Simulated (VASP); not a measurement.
Here is the system:

```
CELL_PARAMETERS angstrom
      3.83599     0.00000     0.00000
      0.00000     3.83599     0.00000
      0.00000     0.00000     3.83599
ATOMIC_POSITIONS crystal
  Sr 0.00000 0.00000 0.00000
  Ti 0.50000 0.50000 0.50000
  O  0.50000 0.00000 0.50000
  O  0.00000 0.50000 0.50000
  O  0.50000 0.50000 0.00000
```

Level of theory: MS2 meta-GGA, VASP's PBE PAW potentials (set 64) (plane waves; VASP). Run with 520 eV cut-off, 6×6×6 Γ-centred mesh, Gaussian smearing of 0.050 eV, potentials Sr_sv Ti_sv O.

Question: Give the stress tensor in GPa (positive for a compressed cell).

Answer: 
```
13.00   0.00   0.00
 0.00  13.00   0.00
 0.00   0.00  13.00
```
The pressure is its mean diagonal, 13.00 GPa.

The compound is SrTiO3 in the cubic perovskite structure, the ideal cubic form; the compound distorts at low or room temperature. This cell is one point of a volume scan, at 0.94 of the reference volume.
